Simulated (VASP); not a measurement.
# Fe2WO4 (R-3m) in VASP: single point with PBE

Aim: the single point of Fe2WO4 with PBE.

Everything below comes from runs of VASP 6.6.1. Logs are shortened: lines on timing, memory, paths and dates and some standing lists are left out, and cuts for length are marked.

## Step 1: The crystal as given

The structure is trigonal, space group R-3m (No. 166). The conventional cell has a = 3.293 Å, b = 3.293 Å, c = 24.198 Å, α = 90.00°, β = 90.00°, γ = 120.00°. W (site symmetry -3m) has 6 O at 2.14 Å as nearest neighbours. Around Fe (site symmetry 3m) lie 5 O at 1.87 to 2.11 Å. O (site symmetry 3m) is surrounded by 4 Fe at 1.92 to 2.11 Å. O (site symmetry 3m) is surrounded by 1 Fe at 1.87 Å and 3 W at 2.14 Å.

The cell was built by a generator and needn't be a form met in nature.

## Step 2: Single point, PBE

INCAR

```
PREC     = Accurate       # precision mode
ENCUT    = 520            # plane-wave cutoff, eV
EDIFF    = 1E-6           # SCF threshold, eV
ISMEAR   = 1              # smearing method
SIGMA    = 0.0365         # smearing width, eV
LREAL    = False          # projectors in reciprocal space
LASPH    = True           # aspherical terms in the spheres
NELM     = 60             # most SCF steps
ALGO     = Fast           # electronic algorithm
ISIF     = 2              # what is computed and relaxed
LWAVE    = False          # write WAVECAR
LCHARG   = False          # write CHGCAR
GGA      = PE             # functional
NBANDS   = 36             # bands
```

KPOINTS

```
Automatic mesh
0
Gamma
  8 8 8
```

POSCAR

```
Fe2WO4
1.0
    3.2933710000      0.0000000000      0.0000000000
   -1.6466860000      2.8521460000      0.0000000000
    0.0000000000     -1.9014270000      8.0660790000
W Fe O
1 2 4
Direct
    0.0000000000      0.0000000000      0.0000000000
    0.2151800000      0.4303600000      0.6455400000
    0.7848200000      0.5696400000      0.3544600000
    0.1281000000      0.2562000000      0.3843000000
    0.8719000000      0.7438000000      0.6157000000
    0.2926000000      0.5852000000      0.8778000000
    0.7074000000      0.4148000000      0.1222000000
```

Potentials or basis: VASP PAW PBE potentials, release 64 (W_sv, Fe, O).

Started as:

```sh
$ cat potpaw_PBE.64/W_sv/POTCAR potpaw_PBE.64/Fe/POTCAR potpaw_PBE.64/O/POTCAR > POTCAR
$ mpirun -np 1 vasp_std > vasp.out
```

OUTCAR:

```text
PREC = Accurate
   ENCUT = 520
   EDIFF = 1E-6
   ISMEAR = 1
   LREAL = False
   LASPH = True
   NELM = 60
   ISIF = 2
   GGA = PE

 ion  position               nearest neighbor table
   1  0.000  0.000  0.000-   7 2.14   6 2.14   7 2.14   6 2.14   7 2.14   6 2.14
   2  0.215  0.430  0.646-   6 1.87   5 1.92   5 1.92   5 1.92   4 2.11   3 3.02   3 3.02   3 3.02

   3  0.785  0.570  0.354-   7 1.87   4 1.92   4 1.92   4 1.92   5 2.11   2 3.02   2 3.02   2 3.02

   4  0.128  0.256  0.384-   3 1.92   3 1.92   3 1.92   2 2.11
   5  0.872  0.744  0.616-   2 1.92   2 1.92   2 1.92   3 2.11
   6  0.293  0.585  0.878-   2 1.87   1 2.14   1 2.14   1 2.14
   7  0.707  0.415  0.122-   3 1.87   1 2.14   1 2.14   1 2.14

  LATTYP: Found a trigonal (rhomboedric) cell.
 ALAT       =     8.2871630751
 COS(alpha) =     0.9210339592

  Lattice vectors:

 A1 = (  -1.6466860000,   0.9507190000,   8.0660790000)
 A2 = (  -0.0000000000,  -1.9014270000,   8.0660790000)
 A3 = (   1.6466850000,   0.9507190000,   8.0660790000)

Analysis of symmetry for initial positions (statically):
=====================================================================
 Subroutine PRICEL returns:
 Original cell was already a primitive cell.

 Routine SETGRP: Setting up the symmetry group for a
 trigonal (rhombohedral) supercell.

 Subroutine GETGRP returns: Found 12 space group operations
 (whereof 12 operations were pure point group operations)
 out of a pool of 12 trial point group operations.

The static configuration has the point symmetry D_3d.

Analysis of symmetry for dynamics (positions and initial velocities):
=====================================================================
 Subroutine PRICEL returns:
 Original cell was already a primitive cell.

 Routine SETGRP: Setting up the symmetry group for a
 trigonal (rhombohedral) supercell.

 Subroutine GETGRP returns: Found 12 space group operations
 (whereof 12 operations were pure point group operations)
 out of a pool of 12 trial point group operations.

The dynamic configuration has the point symmetry D_3d.

 Subroutine INISYM returns: Found 12 space group operations
 (whereof 12 operations are pure point group operations),
 and found     1 'primitive' translations

----------------------------------------------------------------------------------------

                                     Primitive cell

  volume of cell :      75.7661

  direct lattice vectors                    reciprocal lattice vectors
     3.293371000  0.000000000  0.000000000     0.303640252  0.175306647  0.041325258
    -1.646686000  2.852146000  0.000000000     0.000000000  0.350613187  0.082650490
     0.000000000 -1.901427000  8.066079000     0.000000000  0.000000000  0.123975974

  length of vectors
     3.293371000  3.293373891  8.287162064     0.353040507  0.360223140  0.123975974

  position of ions in fractional coordinates (direct lattice)
     0.000000000  0.000000000  0.000000000
     0.215180000  0.430360000  0.645540000
     0.784820000  0.569640000  0.354460000
     0.128100000  0.256200000  0.384300000
     0.871900000  0.743800000  0.615700000
     0.292600000  0.585200000  0.877800000
     0.707400000  0.414800000  0.122200000

  ion indices of the primitive-cell ions
   primitive index   ion index
                 1           1
                 2           2
                 3           3
                 4           4
                 5           5
                 6           6
                 7           7

----------------------------------------------------------------------------------------

 KPOINTS: Automatic mesh

Automatic generation of k-mesh.
 Grid dimensions read from file:
 generate k-points for:    8    8    8

 Generating k-lattice:

  Cartesian coordinates                     Fractional coordinates (reciprocal lattice)
     0.037955031  0.021913331  0.005165657     0.125000000  0.000000000  0.000000000
     0.000000000  0.043826648  0.010331311     0.000000000  0.125000000 -0.000000000
     0.000000000  0.000000000  0.015496997     0.000000000  0.000000000  0.125000000

  Length of vectors
     0.044130063  0.045027893  0.015496997

  Shift w.r.t. Gamma in fractional coordinates (k-lattice)
     0.000000000  0.000000000  0.000000000

 Subroutine IBZKPT returns following result:
 ===========================================

 Found     65 irreducible k-points:

 Following reciprocal coordinates:
            Coordinates               Weight
  0.000000  0.000000  0.000000      1.000000
  0.125000 -0.000000  0.000000      6.000000
  0.250000 -0.000000  0.000000      6.000000
  0.375000 -0.000000  0.000000      6.000000
  0.500000 -0.000000  0.000000      3.000000
  0.000000  0.125000  0.000000      6.000000
[... 16 lines left out ...]
  0.125000 -0.000000  0.125000      6.000000
  0.250000 -0.000000  0.125000      6.000000
 [... further k-points ...]
   k-points           NKPTS =     65   k-points in BZ     NKDIM =     65   number of bands    NBANDS=     36
   number of dos      NEDOS =    301   number of ions     NIONS =      7
   total plane-waves  NPLWV =  36864
   dimension x,y,z NGX =    24 NGY =   24 NGZ =   64
   dimension x,y,z NGXF=    48 NGYF=   48 NGZF=  128
   ions per type =               1   2   4
   NGX,Y,Z   is equivalent  to a cutoff of  12.11, 12.11, 12.84 a.u.
   NGXF,Y,Z  is equivalent  to a cutoff of  24.23, 24.23, 25.68 a.u.
 SYSTEM =  unknown system
   PREC   = accura    normal or accurate (medium, high low for compatibility)
   ISTART =      0    job   : 0-new  1-cont  2-samecut
   ICHARG =      2    charge: 1-file 2-atom 10-const
   ISPIN  =      1    spin polarized calculation?
   LNONCOLLINEAR =      F non collinear calculations
   LSORBIT =      F    spin-orbit coupling
   LASPH  =      T    aspherical Exc in radial PAW
   ENCUT  =  520.0 eV  38.22 Ry    6.18 a.u.   6.12  6.12 15.41*2*pi/ulx,y,z
   NELM   =     60;   NELMIN=  2; NELMDL= -5     # of ELM steps
   EDIFF  = 0.1E-05   stopping-criterion for ELM
   LREAL  =      F    real-space projection
   EDIFFG = 0.1E-04   stopping-criterion for IOM
   NSW    =      0    number of steps for IOM
   IBRION =     -1    ionic relax: 0-MD 1-quasi-New 2-CG
   NFREE  =      0    steps in history (QN), initial steepest desc. (CG)
   ISIF   =      2    stress and relaxation
   ISYM   =      2    0-nonsym 1-usesym 2-fastsym
   POTIM  = 0.5000    time-step for ionic-motion
   TEBEG  =    0.0;   TEEND  =   0.0 temperature during run
   PSTRESS=    0.0 pullay stress
   NELECT =      54.0000    total number of electrons
   NUPDOWN=      -1.0000    fix difference up-down
   EMIN   =  10.00;   EMAX   =-10.00  energy-range for DOS
   EFERMI =   0.00;   METHOD = LEGACY
   ISMEAR =     1;   SIGMA  =   0.04  broadening in eV -4-tet -1-fermi 0-gaus
   EFERMI_NEDOS =   21; number of points for ismear=-14 and -15
   IALGO  =     68    algorithm
   IMIX   =      4    mixing-type and parameters
     AMIX     =   0.40;   BMIX     =  1.00
     AMIX_MAG =   1.60;   BMIX_MAG =  1.00
  volume/ion in A,a.u.               =      10.82        73.04
  Fermi-wavevector in a.u.,A,eV,Ry     =   1.462338  2.763418 29.095143  2.138433
  Thomas-Fermi vector in A             =   2.578563
   LORBIT       =      0    0 simple, 1 ext, 2 COOP (PROOUT), +10 PAW based schemes
   GGA     = PE    functional components
   LHFCALC =     F    Hartree Fock is set to
   AEXX    =    0.0000 exact exchange contribution
   IVDW    =     0    specifies the selected vdW correction
   LEPSILON=     F    determine dielectric tensor
   LRPA    =     F    only Hartree local field effects (RPA)
 non-spin polarized calculation
 RMM-DIIS sequential band-by-band and
 Methfessel and Paxton  Order N= 1 SIGMA  =   0.04
  energy-cutoff  :      520.00
  volume of cell :       75.77
 maximum number of plane-waves:      2058
   NGX = 13   NGY = 13   NGZ = 31

 number of electron      54.0000005 magnetization

 Free energy of the ion-electron system (eV)
  ---------------------------------------------------
  ext. energy  EPLUGINS =         0.00000000
  ---------------------------------------------------
  free energy    TOTEN  =       -54.71940230 eV

  energy without entropy =      -54.71755588  energy(sigma->0) =      -54.71878683

 E-fermi :   6.4925     XC(G=0): -11.8349

 val. band max:        6.4920924685   @ k =   0.2500   0.1250   0.1250
 cond. band min:       6.4928109759   @ k =   0.2500   0.1250   0.2500
 fundamental gap:      0.0007185074
 Fermi energy:         6.4924777163

 k-point     1 :       0.0000    0.0000    0.0000
  band No.  band energies     occupation
      1     -69.0609      2.00000
      2     -33.2501      2.00000
      3     -33.2501      2.00000
      4     -33.0941      2.00000
      5     -15.1642      2.00000
      6     -13.9112      2.00000
[... 28 lines left out ...]
     35      11.4739      0.00000
     36      11.6183      0.00000

 k-point     2 :       0.1250   -0.0000    0.0000
  band No.  band energies     occupation
      1     -69.0593      2.00000
      2     -33.2930      2.00000
      3     -33.2591      2.00000
      4     -33.0863      2.00000
      5     -15.0138      2.00000
      6     -13.8751      2.00000
[... 28 lines left out ...]
     35      10.0601      0.00000
     36      11.8184      0.00000

 k-point     3 :       0.2500   -0.0000    0.0000
  band No.  band energies     occupation
      1     -69.0554      2.00000
      2     -33.3948      2.00000
      3     -33.2805      2.00000
      4     -33.0674      2.00000
      5     -14.6566      2.00000
      6     -13.9857      2.00000
[... 28 lines left out ...]
     35      10.4333      0.00000
     36      12.2516      0.00000
[... 742 lines left out ...]
 k-point    23 :       0.1250   -0.0000    0.1250
  band No.  band energies     occupation
      1     -69.0593      2.00000
      2     -33.2930      2.00000
      3     -33.2591      2.00000
      4     -33.0863      2.00000
      5     -15.0049      2.00000
      6     -13.9825      2.00000
[... 28 lines left out ...]
     35      10.0917      0.00000
     36      11.3390      0.00000

 k-point    24 :       0.2500   -0.0000    0.1250
  band No.  band energies     occupation
      1     -69.0554      2.00000
      2     -33.3948      2.00000
      3     -33.2805      2.00000
      4     -33.0674      2.00000
      5     -14.6477      2.00000
      6     -14.0149      2.00000
[... 28 lines left out ...]
     35      10.6057      0.00000
     36      11.8948      0.00000

 [... further k-points ...]

------------------------ aborting loop because EDIFF is reached ----------------------------------------

  FORCE on cell =-STRESS in cart. coord.  units (eV):
  Direction    XX          YY          ZZ          XY          YZ          ZX
  --------------------------------------------------------------------------------------
  -------------------------------------------------------------------------------------
  Total       -6.6834234     -6.6834377      3.9661355      0.0000012      0.0000018     -0.0000002
  in kB     -141.3301035   -141.3304058     83.8693437      0.0000248      0.0000381     -0.0000035
  external PRESSURE =     -66.2637219 kB  Pullay stress =       0.0000000 kB

 VOLUME and BASIS-vectors are now :
 -----------------------------------------------------------------------------
  energy-cutoff  :      520.00
  volume of cell :       75.77
      direct lattice vectors                 reciprocal lattice vectors
     3.293371000  0.000000000  0.000000000     0.303640252  0.175306647  0.041325258
    -1.646686000  2.852146000  0.000000000     0.000000000  0.350613187  0.082650490
     0.000000000 -1.901427000  8.066079000     0.000000000  0.000000000  0.123975974

 POSITION                                       TOTAL-FORCE (eV/Angst)
 -----------------------------------------------------------------------------------
      0.00000      0.00000      0.00000         0.000000      0.000000     -0.000000
     -0.00000      0.00000      5.20698         0.000000     -0.000000     -0.732206
      1.64669      0.95072      2.85910        -0.000000      0.000000      0.732206
     -0.00000      0.00000      3.09979        -0.000000      0.000000      0.938604
      1.64669      0.95072      4.96628         0.000000     -0.000000     -0.938604
     -0.00000      0.00000      7.08040        -0.000000      0.000000      0.046117
      1.64669      0.95072      0.98567         0.000000     -0.000000     -0.046117
 -----------------------------------------------------------------------------------
    total drift:                               -0.000000     -0.000000     -0.000000

  FREE ENERGIE OF THE ION-ELECTRON SYSTEM (eV)
  ---------------------------------------------------
  free  energy   TOTEN  =       -54.7194022987 eV

  energy  without entropy=      -54.7175558833  energy(sigma->0) =      -54.71878683
```

Run time: 2.6 min. Hardware: 1 thread of AMD EPYC 9R45 (Zen 5), shared host; peak memory 0.27 GiB.

What came out:

```
Free energy            : -54.7194 eV
Pressure               : -6.6 GPa
Largest force          : 0.939 eV/Å
Band gap on the k mesh : none (metal or under the smearing width)
```

Forces on the atoms (eV/Å):
```
W    0.000  0.000  0.000
Fe   0.000  0.000 -0.732
Fe   0.000  0.000  0.732
O    0.000  0.000  0.939
O    0.000  0.000 -0.939
O    0.000  0.000  0.046
O    0.000  0.000 -0.046
```

Caveat: the run has no spin polarisation, though such a crystal can be magnetic; semilocal functionals often make such compounds metallic where correlation or magnetic order opens a gap, which also shifts bond lengths.
